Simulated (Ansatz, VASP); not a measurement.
# H134C6S2N2O65F6 in two plane-wave programs

Aim: how closely do two programs agree when they are given the same cell, functional and k mesh? The cell is taken from a series of runs on this material, whose earlier steps may have relaxed, scaled, displaced or heated it; both programs get it as it stands.

Method: plane waves, with VASP 6.6.1 beside it; single point at RPBE with D3(BJ), in Ansatz 0.2.0.

### Step 1. Set-up

The cell holds 215 atoms: 6 C, 2 N, 134 H, 2 S, 65 O and 6 F. Cell: a = 13.029 Å, b = 13.029 Å, c = 13.029 Å, α = 90.0°, β = 90.0°, γ = 90.0°.

### Step 2. Ansatz: single point, RPBE with D3(BJ)

Ansatz runs on its default PAW (the set named soft_2) files.

With cell and atoms fixed, the geometry can't cause a difference; cores, projectors, grids and the points listed under the comparison can.

input.yaml reads:

```yaml
crystal:
  lattice:
    - [13.02916, 0.0, 0.0]
    - [0.0, 13.02916, 0.0]
    - [0.0, 0.0, 13.02916]
  atoms:
    - { symbol: C, position: [0.84619, 0.39448, 0.93951] }
    - { symbol: "N", position: [0.93852, 0.38838, 0.00857] }
    - { symbol: C, position: [0.93226, 0.29315, 0.0729] }
    - { symbol: C, position: [0.94094, 0.48058, 0.07737] }
    - { symbol: C, position: [0.03418, 0.38586, 0.94446] }
    - { symbol: H, position: [0.85165, 0.46601, 0.89607] }
    - { symbol: H, position: [0.77773, 0.39343, 0.98818] }
    - { symbol: H, position: [0.84767, 0.3277, 0.88888] }
    - { symbol: H, position: [0.93099, 0.22731, 0.02118] }
    - { symbol: H, position: [0.9994, 0.29098, 0.12329] }
    - { symbol: H, position: [0.86175, 0.29683, 0.11825] }
    - { symbol: H, position: [0.94772, 0.54876, 0.02939] }
    - { symbol: H, position: [0.00703, 0.47397, 0.12856] }
    - { symbol: H, position: [0.8697, 0.48242, 0.12143] }
    - { symbol: H, position: [0.0353, 0.45493, 0.89691] }
    - { symbol: H, position: [0.10031, 0.38493, 0.99621] }
    - { symbol: H, position: [0.03345, 0.31671, 0.89691] }
    - { symbol: "N", position: [0.83416, 0.90315, 0.00706] }
    - { symbol: S, position: [0.77034, 0.97194, 0.08512] }
    - { symbol: O, position: [0.68987, 0.91841, 0.1419] }
    - { symbol: O, position: [0.74328, 0.07404, 0.04492] }
    - { symbol: C, position: [0.87522, 0.9989, 0.17895] }
    - { symbol: F, position: [0.94822, 0.05653, 0.13358] }
    - { symbol: F, position: [0.91558, 0.91204, 0.21506] }
    - { symbol: F, position: [0.83307, 0.05304, 0.25646] }
    - { symbol: S, position: [0.7763, 0.8515, 0.91345] }
    - { symbol: O, position: [0.85129, 0.82438, 0.83498] }
    - { symbol: O, position: [0.68338, 0.9063, 0.88056] }
    - { symbol: C, position: [0.72675, 0.72418, 0.96157] }
    - { symbol: F, position: [0.70355, 0.66585, 0.87895] }
    - { symbol: F, position: [0.64151, 0.73807, 0.01789] }
    - { symbol: F, position: [0.79784, 0.6764, 0.01854] }
    - { symbol: O, position: [0.11288, 0.93934, 0.01071] }
    - { symbol: H, position: [0.18309, 0.94472, 0.98239] }
    - { symbol: H, position: [0.11706, 0.95951, 0.08362] }
    - { symbol: O, position: [0.03155, 0.74044, 0.02071] }
    - { symbol: H, position: [0.07224, 0.70735, 0.9668] }
    - { symbol: H, position: [0.05859, 0.81095, 0.02119] }
    - { symbol: O, position: [0.52752, 0.1924, 0.80361] }
    - { symbol: H, position: [0.5288, 0.16447, 0.87387] }
    - { symbol: H, position: [0.59889, 0.19307, 0.77785] }
    - { symbol: O, position: [0.12788, 0.25802, 0.60954] }
    - { symbol: H, position: [0.1776, 0.25083, 0.55311] }
    - { symbol: H, position: [0.09753, 0.32696, 0.60489] }
    - { symbol: O, position: [0.39794, 0.7718, 0.24809] }
    - { symbol: H, position: [0.40887, 0.84697, 0.24538] }
    - { symbol: H, position: [0.32765, 0.76666, 0.27635] }
    - { symbol: O, position: [0.28801, 0.11135, 0.14376] }
    - { symbol: H, position: [0.27607, 0.12871, 0.07058] }
    - { symbol: H, position: [0.23043, 0.06739, 0.16661] }
    - { symbol: O, position: [0.15579, 0.91283, 0.57233] }
    - { symbol: H, position: [0.18263, 0.88658, 0.63817] }
    - { symbol: H, position: [0.1076, 0.96923, 0.58743] }
    - { symbol: O, position: [0.59937, 0.04794, 0.28766] }
    - { symbol: H, position: [0.52679, 0.02335, 0.2887] }
    - { symbol: H, position: [0.62979, 0.00547, 0.23341] }
    - { symbol: O, position: [0.89042, 0.26629, 0.38005] }
    - { symbol: H, position: [0.83427, 0.31263, 0.35894] }
    - { symbol: H, position: [0.94921, 0.31418, 0.38864] }
    - { symbol: O, position: [0.17221, 0.59137, 0.19609] }
[... 2 lines left out ...]
    - { symbol: O, position: [0.54758, 0.61336, 0.484] }
[... 2 lines left out ...]
    - { symbol: O, position: [0.68913, 0.41677, 0.69072] }
[... 2 lines left out ...]
    - { symbol: O, position: [0.47554, 0.90674, 0.97804] }
[... 2 lines left out ...]
    - { symbol: O, position: [0.24152, 0.82668, 0.75236] }
[... 2 lines left out ...]
    - { symbol: O, position: [0.70638, 0.97877, 0.45567] }
[... 2 lines left out ...]
    - { symbol: O, position: [0.02157, 0.07939, 0.5664] }
[... 2 lines left out ...]
    - { symbol: O, position: [0.00699, 0.99876, 0.84103] }
[... 2 lines left out ...]
    - { symbol: O, position: [0.29194, 0.96677, 0.90096] }
[... 2 lines left out ...]
    - { symbol: O, position: [0.59776, 0.82992, 0.69461] }
[... 2 lines left out ...]
    - { symbol: O, position: [0.51018, 0.95258, 0.54772] }
[... 2 lines left out ...]
    - { symbol: O, position: [0.11881, 0.18519, 0.80957] }
[... 2 lines left out ...]
    - { symbol: O, position: [0.40849, 0.36459, 0.77609] }
[... 2 lines left out ...]
    - { symbol: O, position: [0.27449, 0.17931, 0.94598] }
[... 2 lines left out ...]
    - { symbol: O, position: [0.3466, 0.27551, 0.26001] }
[... 2 lines left out ...]
    - { symbol: O, position: [0.05021, 0.10848, 0.35896] }
[... 2 lines left out ...]
    - { symbol: O, position: [0.85792, 0.14519, 0.87223] }
[... 83 lines left out ...]
    - { symbol: O, position: [0.81884, 0.13919, 0.5422] }
[... 2 lines left out ...]
    - { symbol: O, position: [0.41444, 0.132, 0.62998] }
[... 2 lines left out ...]
    - { symbol: O, position: [0.94125, 0.61504, 0.81784] }
[... 2 lines left out ...]
    - { symbol: O, position: [0.03765, 0.45988, 0.60382] }
[... 2 lines left out ...]
    - { symbol: O, position: [0.44064, 0.70872, 0.74991] }
    - { symbol: H, position: [0.47078, 0.64155, 0.76934] }
    - { symbol: H, position: [0.41924, 0.70121, 0.67727] }
    - { symbol: O, position: [0.37936, 0.71348, 0.54832] }
    - { symbol: H, position: [0.43962, 0.67576, 0.5188] }
    - { symbol: H, position: [0.38672, 0.78301, 0.52242] }
    - { symbol: O, position: [0.40924, 0.69627, 0.05142] }
    - { symbol: H, position: [0.4, 0.72102, 0.12297] }
    - { symbol: H, position: [0.43032, 0.75862, 0.01561] }
    - { symbol: O, position: [0.05518, 0.76394, 0.45567] }
    - { symbol: H, position: [0.08441, 0.81758, 0.50075] }
    - { symbol: H, position: [0.08692, 0.70062, 0.48294] }
kpoints:
  mp_grid: { grid: [1, 1, 1] }
hamiltonian:
  xc: rpbe
  dispersion: d3bj
scf:
  occupations: { method: fermi_dirac, width: 0.05 }
output:
  forces: true
  stress: true
  populations: true
  dos:
    method: { smearing: { sigma: 0.15 } }
    de: 0.1
    projected: { site_lists: { C: [C], F: [F], H: [H], "N": ["N"], O: [O] } }
  eigenvalues: true
  write_density: true
  write_potential: true
  volumetric_format: npy
```

Command:

```sh
ansatz run input.yaml --threads 4 --pin off --max-ram 8192MiB --backend cpu --events-out ev --progress --plain --runs-dir out
```

Numbers of over 12 decimals in the logs are rounded to 6 here.

The program printed:

```text
Engine: ansatz 0.2.0, aarch64-unknown-linux-gnu
Pseudopotentials: kind: paw
Pseudopotential: C, paw, valence charge 4, recommended cutoff 420 eV (normal), C.paw.azcp
Pseudopotential: N, paw, valence charge 5, recommended cutoff 420 eV (normal), N.paw.azcp
Pseudopotential: H, paw, valence charge 1, recommended cutoff 420 eV (normal), H.paw.azcp
Pseudopotential: S, paw, valence charge 6, recommended cutoff 420 eV (normal), S.paw.azcp
Pseudopotential: O, paw, valence charge 6, recommended cutoff 420 eV (normal), O.paw.azcp
Pseudopotential: F, paw, valence charge 7, recommended cutoff 420 eV (normal), F.paw.azcp
Functional definition: RPBE
  parameter kappa = 0.804
  parameter beta = 0.066725
  exchange = rpbe_x(kappa = kappa, mu = beta*pi^2/3)
  correlation = pbe_c(beta = beta)
Crystal: 215 atoms, lattice volume = 2211.817 Å³
Basis set: ecut = 420 eV, 43387 PW (Γ), exchange–correlation on 180×180×180 points (8 copies of the dense FFT grid, shifted against one another)
Bands: 521, of which v1, the nominal top of the filled ones, is band 306 counted from 1 (305 counted from 0)
Symmetry: 1 space group operations
Space group: P1 (ITA 1), of the structure as read, at distance tolerance 1.3e-4 Å
k-points: 1
Non-local potential: C, projectors of the file, l = 0: 2, l = 1: 2, l = 2: 1
Non-local potential: N, projectors of the file, l = 0: 2, l = 1: 2, l = 2: 1
Non-local potential: H, projectors of the file, l = 0: 2, l = 1: 1
Non-local potential: S, projectors of the file, l = 0: 2, l = 1: 2, l = 2: 2
Non-local potential: O, projectors of the file, l = 0: 2, l = 1: 2, l = 2: 1
Non-local potential: F, projectors of the file, l = 0: 2, l = 1: 2, l = 2: 1
PAW form: soft (Blöchl's): semilocal exchange-correlation on the pseudo side does not see the compensation charge
PAW frozen core: C, regenerated for the run's functional, and the local potential with it (the file was generated under x = pbe(κ = 0.804, μ = 0.219515), c = pbe(β = 0.066725))
PAW frozen core: N, regenerated for the run's functional, and the local potential with it (the file was generated under x = pbe(κ = 0.804, μ = 0.219515), c = pbe(β = 0.066725))
PAW frozen core: S, regenerated for the run's functional, and the local potential with it (the file was generated under x = pbe(κ = 0.804, μ = 0.219515), c = pbe(β = 0.066725))
PAW frozen core: O, regenerated for the run's functional, and the local potential with it (the file was generated under x = pbe(κ = 0.804, μ = 0.219515), c = pbe(β = 0.066725))
PAW frozen core: F, regenerated for the run's functional, and the local potential with it (the file was generated under x = pbe(κ = 0.804, μ = 0.219515), c = pbe(β = 0.066725))
PAW one-centre angular grid: C, 110 points (default); XC on 64 Gauss nodes
PAW one-centre angular grid: N, 110 points (default); XC on 64 Gauss nodes
PAW one-centre angular grid: H, 110 points (default); XC on 64 Gauss nodes
PAW one-centre angular grid: S, 110 points (default); XC on 64 Gauss nodes
PAW one-centre angular grid: O, 110 points (default); XC on 64 Gauss nodes
PAW one-centre angular grid: F, 110 points (default); XC on 64 Gauss nodes
Initial density: superposition of atomic densities (neutral atoms: chi_scale 0, normalization atom), corrected by the library's trained network
Initial wavefunctions: pseudopotential atomic-orbital guess
Functional: x = rpbe, c = pbe(β = 0.066725)
SCF iter   1: F=—  HF=-48148.817040 eV  |F-HF|=—  |Δ(HF+E_count)|=         —  Δρ=4.82e-3  dr2=5.69e-1  ethr=1.77e-3  ⟨swp⟩=5.0  Hψ=2257  notcnv=0  defer=159
preconditioner: auto → Resta (q_TF=auto, 2.202 Å⁻¹)  ε∞=2.2  [insulator: Δε(μ)=5.073 eV  Ē_g=17.878 eV  σ=0.050 eV  W_gap=1.00  n_scr=388 (ndim 8)  ℏωp=19.3 eV  f_vac=0.300  D(μ)=0.00/eV (n_scr^D=0)  ε∞_Penn≈2.2]
SCF iter   2: F=—  HF=-48148.564352 eV  |F-HF|=—  |Δ(HF+E_count)|=   2.53e-1  Δρ=2.35e-3  dr2=1.31e-1  ethr=9.31e-5  ⟨swp⟩=2.0  Hψ=834  notcnv=0  defer=206
SCF iter   3: F=—  HF=-48148.462220 eV  |F-HF|=—  |Δ(HF+E_count)|=   1.02e-1  Δρ=1.30e-3  dr2=4.08e-2  ethr=2.14e-5  ⟨swp⟩=3.0  Hψ=633  notcnv=0  defer=206
SCF iter   4: F=—  HF=-48148.448301 eV  |F-HF|=—  |Δ(HF+E_count)|=   1.39e-2  Δρ=3.80e-4  dr2=4.18e-3  ethr=6.67e-6  ⟨swp⟩=2.0  Hψ=909  notcnv=0  defer=206
SCF iter   5: F=—  HF=-48148.447144 eV  |F-HF|=—  |Δ(HF+E_count)|=   1.16e-3  Δρ=2.22e-4  dr2=1.08e-3  ethr=6.83e-7  ⟨swp⟩=3.0  Hψ=638  notcnv=0  defer=206
SCF iter   6: F=—  HF=-48148.446837 eV  |F-HF|=—  |Δ(HF+E_count)|=   3.08e-4  Δρ=7.57e-5  dr2=1.24e-4  ethr=1.77e-7  ⟨swp⟩=3.0  Hψ=616  notcnv=0  defer=206
SCF iter   7: F=—  HF=-48148.446822 eV  |F-HF|=—  |Δ(HF+E_count)|=   1.47e-5  Δρ=2.16e-5  dr2=9.83e-6  ethr=2.02e-8  ⟨swp⟩=3.0  Hψ=616  notcnv=0  defer=206
[...]
--- Löwdin populations: 215 sites ---
  site symbol       q [e]
     0      C      4.3453
     1      N      4.8507
     2      C      4.3398
     3      C      4.3364
     4      C      4.3421
     5      H      0.7827
     6      H      0.7798
     7      H      0.7816
     8      H      0.7810
     9      H      0.7859
    10      H      0.7750
    11      H      0.7798
    12      H      0.7839
    13      H      0.7803
    14      H      0.7788
    15      H      0.7901
    16      H      0.7708
    17      N      5.8658
    18      S      3.8603
    19      O      6.7063
    20      O      6.7246
    21      C      3.2974
    22      F      7.2094
    23      F      7.1819
[...]
207      H      0.6147
   208      H      0.5932
   209      O      6.6901
   210      H      0.6151
   211      H      0.5960
   212      O      6.6944
   213      H      0.6147
   214      H      0.6084
  spilling = 0.012160 (of n_electrons = 612.000000)
```

### Step 3. VASP: single point, RPBE with D3(BJ)

The same cell, functional, mesh and smearing now go to VASP, with its own data sets.

Lines of VASP's logs that name or quote its potential files are left out, and so is its time.

INCAR reads:

```
SYSTEM = H134C6S2N2O65F6
PREC = Accurate
ENCUT = 600
EDIFF = 1E-06
NELM = 120
ISMEAR = -1
SIGMA = 0.05
LREAL = Auto
ALGO = Normal
GGA = RP
IVDW = 12
NBANDS = 456
LORBIT = 11
LWAVE = .FALSE.
LCHARG = .FALSE.
ISIF = 2
LASPH = .TRUE.
GGA_COMPAT = .FALSE.
EFERMI = MIDGAP
```

POSCAR reads:

```
H134C6S2N2O65F6
1.0
   13.0291600000      0.0000000000      0.0000000000
    0.0000000000     13.0291600000      0.0000000000
    0.0000000000      0.0000000000     13.0291600000
C N H S O F
6 2 134 2 65 6
Direct
    0.8461900000      0.3944800000      0.9395100000
    0.9322600000      0.2931500000      0.0729000000
    0.9409400000      0.4805800000      0.0773700000
    0.0341800000      0.3858600000      0.9444600000
    0.8752200000      0.9989000000      0.1789500000
    0.7267500000      0.7241800000      0.9615700000
    0.9385200000      0.3883800000      0.0085700000
    0.8341600000      0.9031500000      0.0070600000
    0.8516500000      0.4660100000      0.8960700000
    0.7777300000      0.3934300000      0.9881800000
    0.8476700000      0.3277000000      0.8888800000
    0.9309900000      0.2273100000      0.0211800000
    0.9994000000      0.2909800000      0.1232900000
    0.8617500000      0.2968300000      0.1182500000
    0.9477200000      0.5487600000      0.0293900000
    0.0070300000      0.4739700000      0.1285600000
    0.8697000000      0.4824200000      0.1214300000
    0.0353000000      0.4549300000      0.8969100000
    0.1003100000      0.3849300000      0.9962100000
    0.0334500000      0.3167100000      0.8969100000
    0.1830900000      0.9447200000      0.9823900000
    0.1170600000      0.9595100000      0.0836200000
    0.0722400000      0.7073500000      0.9668000000
    0.0585900000      0.8109500000      0.0211900000
    0.5288000000      0.1644700000      0.8738700000
    0.5988900000      0.1930700000      0.7778500000
    0.1776000000      0.2508300000      0.5531100000
    0.0975300000      0.3269600000      0.6048900000
    0.4088700000      0.8469700000      0.2453800000
    0.3276500000      0.7666600000      0.2763500000
[... 179 atom lines left out ...]
    0.9482200000      0.0565300000      0.1335800000
    0.9155800000      0.9120400000      0.2150600000
    0.8330700000      0.0530400000      0.2564600000
    0.7035500000      0.6658500000      0.8789500000
    0.6415100000      0.7380700000      0.0178900000
    0.7978400000      0.6764000000      0.0185400000
```

KPOINTS reads:

```
Automatic mesh
0
Gamma
1 1 1
0 0 0
```

The projector-augmented-wave data sets are C, N, H, S, O and F (PBE family, release 64).

Command:

```sh
export OMP_NUM_THREADS=4
mpirun -np 1 vasp_gam
```

The program printed:

```text
[banner, memory and clock lines left out]
running    1 mpi-ranks, on    1 nodes
[...]
Offloading initialized ...    1 GPUs detected
[...]
|                                                                             |
|               ----> ADVICE to this user running VASP <----                  |
|                                                                             |
|     You enforced a specific xc type in the INCAR file but a different       |
|     [... a line on the potential file left out ...]
|     I HOPE YOU KNOW WHAT YOU ARE DOING!                                     |
|                                                                             |

 LDA part: xc-table for (Slater+PW92), standard interpolation
 POSCAR, INCAR and KPOINTS ok, starting setup
[...]
entering main loop
       N       E                     dE             d eps       ncg     rms          rms(c)
DAV:   1     0.536175850158E+04    0.53618E+04   -0.36536E+05   960   0.141E+03
DAV:   2    -0.592132926997E+03   -0.59539E+04   -0.57001E+04  1128   0.332E+02
DAV:   3    -0.114289684304E+04   -0.55076E+03   -0.54682E+03  1136   0.103E+02
DAV:   4    -0.115265358420E+04   -0.97567E+01   -0.97252E+01  1144   0.151E+01
[...]
DAV:  19    -0.105487390866E+04    0.60098E-05   -0.54086E-06   920   0.482E-03    0.360E-03
DAV:  20    -0.105487390750E+04    0.11628E-05   -0.14130E-06   800   0.348E-03    0.225E-03
DAV:  21    -0.105487390702E+04    0.48112E-06   -0.10070E-06   848   0.301E-03
   1 F= -.10748145E+04 E0= -.10748145E+04  d E =0.000000E+00
```

OUTCAR, selected parts (step 3):

```text
  FREE ENERGIE OF THE ION-ELECTRON SYSTEM (eV)
  ---------------------------------------------------
  free  energy   TOTEN  =     -1074.8144693826 eV

  energy  without entropy=    -1074.8144693826  energy(sigma->0) =    -1074.81446938
```

The run ends at a pressure of -0.12 GPa, with forces up to 0.44 eV/Å.

### Step 4. Differences

Known differences besides the potentials themselves: the cutoff is 420 eV in Ansatz and 600 eV in VASP (PREC = Accurate, projectors in real space); Ansatz makes its cores anew for this functional, VASP keeps those of its PBE data sets. Total energies have different zeros and are not compared.

Both answers:

```csv
quantity,Ansatz,VASP,difference
pressure (GPa),0.01,-0.12,+0.13
gap on the k mesh (eV),5.059,5.049,+0.010
```

Forces on 7 of the 215 atoms, those with the largest forces and the largest differences (eV/Å; atoms numbered as in POSCAR):

```csv
atom,"Ansatz x, y, z","VASP x, y, z"
C5,"0.003, -0.003, -0.002","-0.277, -0.066, -0.285"
C6,"0.015, -0.038, 0.010","0.158, 0.307, -0.123"
F210,"-0.003, 0.001, 0.001","0.272, 0.223, -0.179"
F211,"0.002, -0.005, 0.001","0.171, -0.380, 0.151"
F212,"-0.002, 0.006, 0.004","-0.173, 0.214, 0.299"
F214,"0.015, -0.008, -0.010","-0.327, 0.056, 0.214"
F215,"-0.038, 0.018, -0.027","0.254, -0.166, 0.201"
```

The forces differ by 70 meV/Å r.m.s., where the r.m.s. force is 0.006 eV/Å in Ansatz and 0.068 eV/Å in VASP: the atoms lie near their places of rest in Ansatz, so a percentage would say little (all taken over all components). A gap on the mesh is an upper bound, since the band edges may lie between its points.

### Step 5. Summary of results

```
r.m.s. force difference (single point, RPBE with D3(BJ)) : 70 meV/Å
```

The r.m.s. force difference is 70 meV/Å (single point, RPBE with D3(BJ)), beyond the 12 meV/Å picked in this series as the mark of a large difference. What causes the difference of the single point, RPBE with D3(BJ) pair stays open here. Such differences can come from data sets, numerical settings and the points named under the comparisons, not from the functional's error against experiment.

[Lines on the potential files, build, host, timing and source positions are cut from VASP's logs without a mark.]

[Logs are printed without paths, hosts, clocks, repeated set-up lines and the standing remarks that a program may print on its own settings, such as how far it seeks lower states.]

[Hosts, paths, dates, database ids (printed as entryN), source tags and the programs' standing remarks are cut or masked in the printed files.]
